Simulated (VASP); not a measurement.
Consider the following.

```yaml
crystal:
  lattice:
    - [1.59949, -2.77040, 0.00000]
    - [1.59949, 2.77040, 0.00000]
    - [0.00000, 0.00000, 5.21043]
  atoms:
    - { symbol: Ga, position: [0.66667, 0.33333, 0.50012] }
    - { symbol: Ga, position: [0.33333, 0.66667, 0.00012] }
    - { symbol: N, position: [0.66667, 0.33333, 0.87688] }
    - { symbol: N, position: [0.33333, 0.66667, 0.37688] }
```

Calculation: optB86b-vdW, VASP's PBE PAW potentials (set 64) (plane waves; VASP). Numerical set-up: 520 eV cut-off, Gaussian smearing of 0.050 eV, potentials Ga_d N.

### Question
Give the energies of bands 13 to 21 at the high-symmetry points, in eV from the valence-band maximum.

### Answer

```json
[
 {"band": "13", "Γ": "-6.99", "M": "-6.41", "K": "-5.32", "A": "-3.82", "L": "-6.55", "H": "-6.12"},
 {"band": "14", "Γ": "-1.02", "M": "-5.26", "K": "-5.32", "A": "-3.82", "L": "-6.55", "H": "-6.12"},
 {"band": "15", "Γ": "-1.02", "M": "-4.15", "K": "-5.21", "A": "-0.52", "L": "-1.92", "H": "-4.14"},
 {"band": "16", "Γ": "-0.04", "M": "-2.70", "K": "-2.93", "A": "-0.52", "L": "-1.92", "H": "-4.14"},
 {"band": "17", "Γ": "0.00", "M": "-2.17", "K": "-2.93", "A": "-0.52", "L": "-1.87", "H": "-1.45"},
 {"band": "18", "Γ": "0.00", "M": "-0.98", "K": "-2.69", "A": "-0.52", "L": "-1.87", "H": "-1.45"},
 {"band": "19", "Γ": "1.84", "M": "5.01", "K": "5.15", "A": "4.16", "L": "4.35", "H": "6.32"},
 {"band": "20", "Γ": "4.16", "M": "5.47", "K": "7.65", "A": "4.16", "L": "4.35", "H": "6.32"},
 {"band": "21", "Γ": "9.11", "M": "6.00", "K": "7.65", "A": "8.39", "L": "7.66", "H": "7.28"}
]
```

The gap is direct, 1.84 eV, from the valence maximum at Γ to the conduction minimum at Γ.

Measured: gap 3.68 eV (computed value off by -1.84 eV), as given by Wei Chen et al., Physical Review Materials (2018), doi:10.1103/physrevmaterials.2.073803 [zero-point renormalisation of 0.17 eV added back (the table's ZPR column)].

The compound is GaN in the wurtzite structure. It was relaxed first.
